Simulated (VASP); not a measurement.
Consider the following.

```
CELL_PARAMETERS angstrom
      4.66140     0.00000     0.00000
      0.00000     4.66140     0.00000
      0.00000     0.00000     4.66140
ATOMIC_POSITIONS crystal
  Cs 0.00000 0.00000 0.00000
  I  0.50000 0.50000 0.50000
```
Cell charge -0.5.

Level of theory: PBE GGA, VASP's PBE PAW potentials (set 64) (plane waves; VASP 6.6.1). Settings: NELECT = 16.5, 400 eV cut-off, 5×5×5 Γ-centred mesh, Gaussian smearing of 0.050 eV, potentials Cs_sv I.

The cell is charged, with a uniform compensating background.

Task: Give the stress tensor in GPa (positive for a compressed cell).

Result: 
```
5.21  0.00  0.00
0.00  5.21  0.00
0.00  0.00  5.21
```
The pressure is its mean diagonal, 5.21 GPa.

The compound is CsI in the CsCl type structure. The cell was not relaxed at this level. The run is one of a series of settings (NELECT = 16.5 against the base run), some of them coarse on purpose.
